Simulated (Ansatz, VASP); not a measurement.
# Ta2CoO6 in two plane-wave programs, part 3 of 3

Wanted: the spread between two codes on one cell, functional and k mesh.  The cell comes out of the VASP series on this material, whose earlier steps may have relaxed, scaled or displaced it; both programs get it as it stands.

VASP 6.6.1 and Ansatz 0.2.0.

So far: Set-up; VASP: band structure, LDA, DFT+U; Ansatz: band structure, LDA, DFT+U; Comparison.

### Step 5. Ansatz: single point, LDA, DFT+U

Level of this step: Ansatz beside VASP: Kohn-Sham DFT, plane waves, LDA, DFT+U (Ansatz).

With cell and atoms fixed, the geometry can't cause a difference; cores, projectors, grids and the points listed under the comparison can.

The cell comes out of the VASP series on this material, whose earlier steps may have relaxed, scaled or displaced it; both programs get it as it stands.

Contents of input.yaml:

```yaml
crystal:
  lattice:
    - [4.7009886135, 0.0, 0.0]
    - [0.0, 4.7009886135, 0.0]
    - [0.0, 0.0, 9.0130363891]
  atoms:
    - { symbol: Ta, position: [0.0, 0.0, 0.3307636341], spin: 0.026 }
    - { symbol: Ta, position: [0.5, 0.5, 0.8307636341], spin: 0.026 }
    - { symbol: Ta, position: [0.5, 0.5, 0.1692363659], spin: 0.026 }
    - { symbol: Ta, position: [0.0, 0.0, 0.6692363659], spin: 0.026 }
    - { symbol: Co, position: [0.0, 0.0, 0.0], spin: 2.689 }
    - { symbol: Co, position: [0.5, 0.5, 0.5], spin: 2.689 }
    - { symbol: O, position: [0.3074331901, 0.3074331901, 0.0], spin: 0.029 }
    - { symbol: O, position: [0.1925668099, 0.8074331901, 0.5], spin: 0.029 }
    - { symbol: O, position: [0.6925668099, 0.6925668099, 0.0], spin: 0.029 }
    - { symbol: O, position: [0.8074331901, 0.1925668099, 0.5], spin: 0.029 }
    - { symbol: O, position: [0.2966403633, 0.2966403633, 0.3267850621], spin: 0.035 }
    - { symbol: O, position: [0.2033596367, 0.7966403633, 0.8267850621], spin: 0.035 }
    - { symbol: O, position: [0.7033596367, 0.7033596367, 0.3267850621], spin: 0.035 }
    - { symbol: O, position: [0.7966403633, 0.2033596367, 0.8267850621], spin: 0.035 }
    - { symbol: O, position: [0.7966403633, 0.2033596367, 0.1732149379], spin: 0.035 }
    - { symbol: O, position: [0.7033596367, 0.7033596367, 0.6732149379], spin: 0.035 }
    - { symbol: O, position: [0.2033596367, 0.7966403633, 0.1732149379], spin: 0.035 }
    - { symbol: O, position: [0.2966403633, 0.2966403633, 0.6732149379], spin: 0.035 }
hamiltonian:
  xc: lda
  pseudopotentials: { kind: paw }
  hubbard: { sites: [{ species: Co, l: d, u_eff: 4.0 }] }
magnetization:
  spin_polarized: true
kpoints:
  mp_grid: { grid: [7, 7, 4] }
scf:
  occupations: { method: gaussian, width: 0.05 }
  n_extra_bands: 12
output:
  forces: true
  stress: true
  eigenvalues: true
```

Started as:

```sh
ansatz run input.yaml --threads 8 --pin off --max-ram 18432MiB --backend cpu --events-out ev --progress --plain --runs-dir out
```

Numbers of over 12 decimals in the logs are rounded to 6 here.

Output:

```text
[...]
Crystal: 18 atoms, lattice volume = 199.182 Å³
Basis set: ecut = 420 eV, 3831 PW (Γ)
Bands: 91, of which v1, the nominal top of the filled ones, is band 79 counted from 1 (78 counted from 0)
Symmetry: 16 space group operations
[...]
k-points: 30 of 196
[...]
k-point 1 ↑: bands = [... 75 lower, 9.1069, 9.2094, 9.2094, 9.2905, 9.7526, 10.1201, 10.1201, 13.0202, ... 8 higher]
  k-point 2 ↑: bands = [... 75 lower, 9.0189, 9.2956, 9.2956, 9.5872, 9.5872, 10.0630, 10.0630, 13.3415, ... 8 higher]
  k-point 29 ↓: bands = [... 75 lower, 9.7372, 13.0070, 13.0665, 13.1128, 13.1864, 13.3804, 13.5052, 14.0061, ... 8 higher]
Occupation matrices written to <dir>
[key lines of the parts left out:]
SCF converged after 17 iterations
Magnetization: 6.0000 μB (82.0000 up, 76.0000 down)
Free energy (F): -55529.620715 eV
Fermi energy:    11.474909 eV
P = ⅓ Tr σ = -0.3942 GPa (-3.942 kbar)
```

The job ended after 3.8 min (8 threads of Arm Neoverse N1, shared host; peak memory 5.3 GiB).

The run ends at a pressure of -0.39 GPa, with forces up to 0.29 eV/Å.

### Step 6. VASP: single point, LDA, DFT+U

The same cell, functional (in two slightly different forms), mesh and smearing now go to VASP, with its own data sets and cutoff.

Contents of INCAR:

```
SYSTEM = Ta2CoO6
PREC = Accurate
ENCUT = 520
EDIFF = 1E-06
NELM = 100
ISMEAR = 0
SIGMA = 0.05
LREAL = .FALSE.
ALGO = Normal
GGA = CA
NBANDS = 211
ISPIN = 2
MAGMOM = 0.026 0.026 0.026 0.026 2.689 2.689 0.029 0.029 0.029 0.029 0.035 0.035 0.035 0.035 0.035 0.035 0.035 0.035
LDAU = .TRUE.
LDAUTYPE = 2
LDAUL = -1 2 -1
LDAUU = 0 4 0
LDAUJ = 0 0 0
LDAUPRINT = 1
LASPH = .TRUE.
LMAXMIX = 4
LORBIT = 11
LWAVE = .FALSE.
LCHARG = .FALSE.
KPAR = 8
LOPTICS = .TRUE.
NEDOS = 1500
CSHIFT = 0.1
```

Contents of POSCAR:

```
Ta2CoO6
1.0
    4.7009886135      0.0000000000      0.0000000000
    0.0000000000      4.7009886135      0.0000000000
    0.0000000000      0.0000000000      9.0130363891
Ta Co O
4 2 12
Direct
    0.0000000000      0.0000000000      0.3307636341
    0.5000000000      0.5000000000      0.8307636341
    0.5000000000      0.5000000000      0.1692363659
    0.0000000000      0.0000000000      0.6692363659
    0.0000000000      0.0000000000      0.0000000000
    0.5000000000      0.5000000000      0.5000000000
    0.3074331901      0.3074331901      0.0000000000
    0.1925668099      0.8074331901      0.5000000000
    0.6925668099      0.6925668099      0.0000000000
    0.8074331901      0.1925668099      0.5000000000
    0.2966403633      0.2966403633      0.3267850621
    0.2033596367      0.7966403633      0.8267850621
    0.7033596367      0.7033596367      0.3267850621
    0.7966403633      0.2033596367      0.8267850621
    0.7966403633      0.2033596367      0.1732149379
    0.7033596367      0.7033596367      0.6732149379
    0.2033596367      0.7966403633      0.1732149379
    0.2966403633      0.2966403633      0.6732149379
```

Contents of KPOINTS:

```
Automatic mesh
0
Gamma
7 7 4
0 0 0
```

Potentials, in the order of the species: Ta_pv, Co and O (LDA family, release 64).

Started as:

```sh
mpirun -np 8 vasp_std
```

Output:

```text
[banner, memory and clock lines left out]
running    8 mpi-ranks, on    1 nodes
[...]
[... a notice as in an earlier step ...]

 [... a notice as in an earlier step ...]

 LDA part: xc-table for (Slater(with rela. corr.)+CA(PZ))
 , standard interpolation
 POSCAR, INCAR and KPOINTS ok, starting setup
[...]
entering main loop
       N       E                     dE             d eps       ncg     rms          rms(c)
DAV:   1     0.138867193124E+04    0.13887E+04   -0.48428E+04 25320   0.682E+02
DAV:   2    -0.557540684724E+02   -0.14444E+04   -0.12896E+04 25560   0.246E+02
DAV:   3    -0.203363683202E+03   -0.14761E+03   -0.14010E+03 28647   0.823E+01
DAV:   4    -0.206162380041E+03   -0.27987E+01   -0.27869E+01 28864   0.110E+01
[...]
DAV:  16    -0.176277586319E+03   -0.89520E-05   -0.12375E-05 29744   0.150E-02    0.127E-02
DAV:  17    -0.176277587322E+03   -0.10031E-05   -0.41971E-06 28280   0.482E-03    0.494E-03
DAV:  18    -0.176277587386E+03   -0.63845E-07   -0.40067E-07 19157   0.156E-03
   1 F= -.17627759E+03 E0= -.17627759E+03  d E =-.809469E-12  mag=     6.0000
 optical routines
 imaginary and real dielectric function
 recalculating local potential from charge density
 direction            1
 direction            2
 direction            3
```

OUTCAR, selected parts (step 6):

```text
  Total       -0.0097040     -0.0097040     -0.0563805     -0.0000000      0.0000000      0.0000000
  in kB       -0.0780569     -0.0780569     -0.4535134     -0.0000000      0.0000000      0.0000000
  external PRESSURE =      -0.2032091 kB  Pullay stress =       0.0000000 kB

 POSITION                                       TOTAL-FORCE (eV/Angst)
 -----------------------------------------------------------------------------------
      0.00000      0.00000      2.98118        -0.000000      0.000000     -0.001813
      2.35049      2.35049      7.48770        -0.000000      0.000000     -0.001813
      2.35049      2.35049      1.52533        -0.000000      0.000000      0.001813
      0.00000      0.00000      6.03185        -0.000000      0.000000      0.001813
      0.00000      0.00000      0.00000        -0.000000      0.000000      0.000000
      2.35049      2.35049      4.50652        -0.000000      0.000000      0.000000
      1.44524      1.44524      0.00000         0.002583      0.002583      0.000000
      0.90525      3.79573      4.50652        -0.002583      0.002583      0.000000
      3.25575      3.25575      0.00000        -0.002583     -0.002583      0.000000
      3.79573      0.90525      4.50652         0.002583     -0.002583      0.000000
      1.39450      1.39450      2.94533        -0.001586     -0.001586     -0.003036
      0.95599      3.74500      7.45184         0.001586     -0.001586     -0.003036
      3.30649      3.30649      2.94533         0.001586      0.001586     -0.003036
      3.74500      0.95599      7.45184        -0.001586      0.001586     -0.003036
[...]
-----------------------------------------------------------------------------------
    total drift:                               -0.000000      0.000000     -0.000000

  FREE ENERGIE OF THE ION-ELECTRON SYSTEM (eV)
  ---------------------------------------------------
  free  energy   TOTEN  =      -176.2775873860 eV

  energy  without entropy=     -176.2775873860  energy(sigma->0) =     -176.27758739

[... 2 parts as in an earlier step ...]

[... 1 further part left out ...]
```

### Step 7. Side by side

Both answers:

| quantity | Ansatz | VASP | difference |
| --- | --- | --- | --- |
| pressure (GPa) | -0.39 | -0.02 | -0.37 |
| gap on the k mesh (eV) | 2.571 | 2.515 | +0.056 |
| total moment (μB) | 6.00 | 6.00 | 0.00 |
| moment on Co5 (μB) | 2.52 | 2.69 | -0.16 |
| moment on Co6 (μB) | 2.52 | 2.69 | -0.16 |

At this near-relaxed geometry the largest component of a force difference is 202 meV/Å. Ansatz's pressure holds a Pulay correction of 0.99 GPa; VASP's holds none.

### Step 8. Outcome

| Quantity | Value |
| --- | --- |
| difference in moment on Co5 (band structure, LDA, DFT+U) | -0.16 μB |
| difference in moment on Co5 (single point, LDA, DFT+U) | -0.16 μB |

**Reading.** The difference in moment on Co5 is -0.16 μB (band structure, LDA, DFT+U). How closely two codes agree says nothing of how well the functional describes the real material.

[Lines on the potential files, build, host, timing and source positions are cut from VASP's logs without a mark.]

[Logs are printed without paths, hosts, clocks, repeated set-up lines and the standing remarks that a program may print on its own settings, such as how far it seeks lower states.]

[Hosts, paths, dates, database ids (printed as entryN), source tags and the programs' standing remarks are cut or masked in the printed files.]
